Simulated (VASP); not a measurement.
Consider the following.

```xyz
4
Lattice="1.8299 -3.1695 0.0000 1.8299 3.1695 0.0000 0.0000 0.0000 11.6903" Properties=species:S:1:pos:R:3 pbc="T T T"
La     0.0000     0.0000     5.8451
La     0.0000     0.0000     0.0000
La     1.8299     1.0565     2.9226
La     1.8299    -1.0565     8.7677
```

All values below come from PBEsol GGA, VASP's PBE PAW potentials (set 64) (plane waves; VASP). Settings: 400 eV cut-off, Gaussian smearing of 0.050 eV, potentials La.

Give the energies of bands 17 to 25 at the high-symmetry points, in eV from the Fermi level.

```tsv
band	Γ	M	K	A	L	H
17	-3.22	-2.19	-1.11	-2.70	-1.89	-1.33
18	-1.95	-2.07	-1.11	-2.70	-1.89	-1.33
19	-1.84	-1.79	-0.81	-1.83	-1.53	-0.43
20	-1.84	-1.23	-0.61	-1.83	-1.53	-0.43
21	0.55	-0.81	-0.61	0.76	-1.27	-0.03
22	0.70	-0.32	0.09	0.76	-1.27	-0.03
23	1.21	-0.24	0.25	1.28	0.64	0.02
24	1.25	0.45	0.25	1.29	0.64	0.02
25	1.31	1.07	0.97	1.34	1.38	0.97
```

It has no gap at this level: it comes out as a metal or semimetal.

The compound is La in the dhcp structure. It was relaxed first, which changed the volume by -9 %.
